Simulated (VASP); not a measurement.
Output of a VASP run:

File OSZICAR:
```
...
DAV:   1     0.390927452004E+02    0.39093E+02   -0.49527E+03   630   0.960E+02
DAV:   2     0.198359346812E+01   -0.37109E+02   -0.36820E+02   702   0.167E+02
DAV:   3     0.476187740361E+00   -0.15074E+01   -0.15001E+01   917   0.275E+01
DAV:   4     0.411435904184E+00   -0.64752E-01   -0.64703E-01   986   0.493E+00
DAV:   5     0.410654144742E+00   -0.78176E-03   -0.78152E-03   966   0.405E-01    0.113E+01
DAV:   6     0.410270014439E+00   -0.38413E-03   -0.58061E-03   779   0.968E-01    0.636E+00
DAV:   7     0.409275948438E+00   -0.99407E-03   -0.99414E-03   692   0.124E+00    0.263E-01
DAV:   8     0.409134954898E+00   -0.14099E-03   -0.16075E-03   983   0.255E-01    0.998E-02
DAV:   9     0.409108078945E+00   -0.26876E-04   -0.27889E-05   902   0.514E-02    0.334E-02
DAV:  10     0.409082913022E+00   -0.25166E-04   -0.28380E-05   699   0.376E-02    0.247E-02
DAV:  11     0.409082977502E+00    0.64480E-07   -0.61172E-07   595   0.530E-03
   1 F= 0.40908298E+00 E0= 0.40866085E+00  d E =0.409083E+00
       N       E                     dE             d eps       ncg     rms          rms(c)
DAV:   1     0.271102682114E+00   -0.13798E+00   -0.31828E+00   788   0.146E+01    0.253E+00
DAV:   2     0.377340704248E+00    0.10624E+00   -0.22931E-01   673   0.459E+00    0.103E+00
DAV:   3     0.407000080112E+00    0.29659E-01   -0.19924E-01   935   0.280E+00    0.969E-01
DAV:   4     0.403310190267E+00   -0.36899E-02   -0.49448E-03   731   0.635E-01    0.445E-01
DAV:   5     0.400444850368E+00   -0.28653E-02   -0.64422E-03   914   0.478E-01    0.119E-01
DAV:   6     0.400218306054E+00   -0.22654E-03   -0.53346E-04  1066   0.165E-01    0.261E-02
DAV:   7     0.400222427809E+00    0.41218E-05   -0.24692E-05  1020   0.402E-02    0.115E-02
DAV:   8     0.400222305485E+00   -0.12232E-06   -0.17074E-06   539   0.117E-02
   2 F= 0.40022231E+00 E0= 0.39958166E+00  d E =-.886067E-02
       N       E                     dE             d eps       ncg     rms          rms(c)
DAV:   1     0.309277510344E+00   -0.90945E-01   -0.21959E+00   786   0.122E+01    0.215E+00
DAV:   2     0.382689705121E+00    0.73412E-01   -0.16015E-01   669   0.385E+00    0.856E-01
DAV:   3     0.403236538239E+00    0.20547E-01   -0.13391E-01   930   0.230E+00    0.836E-01
DAV:   4     0.400384322705E+00   -0.28522E-02   -0.32884E-03   746   0.521E-01    0.361E-01
DAV:   5     0.398553767420E+00   -0.18306E-02   -0.54740E-03   874   0.439E-01    0.900E-02
DAV:   6     0.398436237956E+00   -0.11753E-03   -0.25531E-04  1082   0.124E-01    0.214E-02
DAV:   7     0.398438873980E+00    0.26360E-05   -0.14112E-05   958   0.329E-02    0.931E-03
DAV:   8     0.398438684203E+00   -0.18978E-06   -0.11194E-06   526   0.839E-03
   3 F= 0.39843868E+00 E0= 0.39775212E+00  d E =-.106443E-01
       N       E                     dE             d eps       ncg     rms          rms(c)
DAV:   1     0.396609922056E+00   -0.18290E-02   -0.44399E-02   736   0.174E+00    0.369E-01
DAV:   2     0.397996608389E+00    0.13867E-02   -0.37478E-03   688   0.603E-01    0.131E-01
DAV:   3     0.398453088627E+00    0.45648E-03   -0.19124E-03   949   0.276E-01    0.121E-01
DAV:   4     0.398396939549E+00   -0.56149E-04   -0.53197E-05  1127   0.528E-02    0.654E-02
DAV:   5     0.398367771066E+00   -0.29168E-04   -0.19997E-04   934   0.813E-02    0.139E-02
DAV:   6     0.398367670208E+00   -0.10086E-06   -0.15056E-06   526   0.804E-03
   4 F= 0.39836767E+00 E0= 0.39768246E+00  d E =-.107153E-01
```

**OUTCAR**
```
------------------------ aborting loop because EDIFF is reached ----------------------------------------
  FORCE on cell =-STRESS in cart. coord.  units (eV):
  Direction    XX          YY          ZZ          XY          YZ          ZX
  --------------------------------------------------------------------------------------
  Total       -0.0007775     -0.0007775     -0.0007775      0.0000000      0.0000000      0.0000000
  in kB       -0.0238475     -0.0238475     -0.0238475      0.0000000      0.0000000      0.0000000
  external PRESSURE =      -0.0238475 kB  Pullay stress =       0.0000000 kB
  volume of cell :       52.24
      direct lattice vectors                 reciprocal lattice vectors
    -0.000000000  2.967008433  2.967008433    -0.168519912  0.168519912  0.168519912
     2.967008433 -0.000000000  2.967008433     0.168519912 -0.168519912  0.168519912
     2.967008433  2.967008433 -0.000000000     0.168519912  0.168519912 -0.168519912
 POSITION                                       TOTAL-FORCE (eV/Angst)
 -----------------------------------------------------------------------------------
      0.00000      0.00000      0.00000        -0.000000     -0.000000     -0.000000
 -----------------------------------------------------------------------------------
    total drift:                                0.000000      0.000000     -0.000000
  FREE ENERGIE OF THE ION-ELECTRON SYSTEM (eV)
  ---------------------------------------------------
  free  energy   TOTEN  =         0.3983676702 eV

  energy  without entropy=        0.3963120319  energy(sigma->0) =        0.39768246

 reached required accuracy - stopping structural energy minimisation
```
(Selected blocks of OUTCAR.)

**POSCAR**
```
Sr
1
    0.0000000000     3.0400000000     3.0400000000
    3.0400000000     0.0000000000     3.0400000000
    3.0400000000     3.0400000000     0.0000000000
Sr
1
Direct
  0.0000000000   0.0000000000   0.0000000000
```

Task: Write an INCAR and KPOINTS that could have produced this output.

Result: This is not unique; one that fits is the input of the run itself, rev-vdW-DF2, plane waves, VASP's PBE PAW potentials (set 64).

**INCAR**
```
LREAL = .FALSE.
ISMEAR = 1
ALGO = Normal
IBRION = 2   # conjugate gradients
PREC = Accurate
SYSTEM = Sr
ISIF = 3   # ions, shape and volume
LWAVE = .FALSE.
ZAB_VDW = -1.8867
AGGAC = 0.0
LASPH = .TRUE.   # aspherical one-centre terms
PARAM1 = 0.1234568
NSW = 60
PARAM2 = 0.7114
LMAXMIX = 4   # l cut-off of mixed one-centre charges
EDIFF = 1E-6
NELM = 100   # most electronic steps
LCHARG = .FALSE.
SIGMA = 0.1   # width (eV)
ENCUT = 520   # plane-wave cut-off (eV)
LUSE_VDW = .TRUE.
GGA = MK
EDIFFG = -0.01
```

File KPOINTS:
```
K-points
0
Gamma
  9 9 9
```

POTCAR, in this order: Sr_sv (PBE.64 set). Program: vasp_std.

Energy and stress use the plane-wave basis of the starting cell.

The compound is Sr in the fcc structure. This run relaxes it. Symmetry was kept, so distortions that lower it aren't found.
